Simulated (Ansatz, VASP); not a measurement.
**One calculation of Co2S, two programs**

The input INCAR:

```
SYSTEM = Co2S
PREC = Accurate
ENCUT = 520
EDIFF = 1E-6
ISMEAR = 0
SIGMA = 0.1
LREAL = .FALSE.
LASPH = .TRUE.
NELM = 150
ALGO = Normal
ISIF = 2
LWAVE = .FALSE.
LCHARG = .FALSE.
ISPIN = 2
MAGMOM = 3 3 0
LORBIT = 11
LMAXMIX = 4
GGA = PE
NBANDS = 23
```

Contents of KPOINTS:

```
Automatic mesh
0
G
  6 6 6
  0 0 0
```

Contents of POSCAR:

```
Co2S
1.0
    3.4543342999      0.0000000000      0.0000000000
   -1.7271671500      2.9915412569      0.0000000000
    0.0000000000      0.0000000000      3.7297629484
Co S
2 1
Direct
    0.3333333333      0.6666666667      0.5000000000
    0.6666666667      0.3333333333      0.5000000000
    0.0000000000      0.0000000000      0.0000000000
```

Input for Ansatz:

```yaml
crystal:
  lattice:
    - [3.4543342999, 0.0, 0.0]
    - [-1.72716715, 2.9915412569, 0.0]
    - [0.0, 0.0, 3.7297629484]
  atoms:
    - { symbol: Co, position: [0.3333333333, 0.6666666667, 0.5], spin: 3.0 }
    - { symbol: Co, position: [0.6666666667, 0.3333333333, 0.5], spin: 3.0 }
    - { symbol: S, position: [0.0, 0.0, 0.0] }
basis:
  ecutwfc: 420
kpoints:
  mp_grid: { grid: [6, 6, 6] }
hamiltonian:
  xc: pbe
scf:
  occupations: { method: gaussian, width: 0.1 }
  lower_state_search: "off"
output:
  forces: true
  stress: true
  eigenvalues: true
  populations: true
magnetization:
  spin_polarized: true
```

Alike in both runs: task single point; functional PBE; k mesh 6 × 6 × 6; occupations gaussian, width 0.1 eV; collinear spin.

|  | VASP | Ansatz |
| --- | --- | --- |
| version | VASP 6.6.1 | Ansatz 0.2.0 |
| potentials or method | VASP PAW PBE potentials, release 64 (Co, S) | scalar-relativistic, plane waves, PAW |
| plane-wave cutoff (eV) | 520 | 420 |
| valence electrons in the cell | 24 | 40 |

Ansatz gave:

| Quantity | Value |
| --- | --- |
| gap on the k mesh at the Fermi level (eV) | none |
| pressure (GPa) | 22.5 |
| largest component of the traceless stress (GPa) | 35.47 |
| net moment per atom (μB) | 1.00 |
| size of the moment on the site where the two differ most (μB) | 0.18 |

Which values does VASP return?

gap on the k mesh at the Fermi level (eV): none; pressure (GPa): 20.6; largest component of the traceless stress (GPa): 33.85; net moment per atom (μB): 1.00; size of the moment on the site where the two differ most (μB): 0.16.

Site moments also hang on the region over which each program counts them. A gap of «none» marks a metal or a gap that the smearing closes. The two sets of potentials don't hold the same shells in valence.

Caveats: so large a pressure means that the cell lies far from this level's equilibrium, or that cutoff or potentials fall short (VASP).
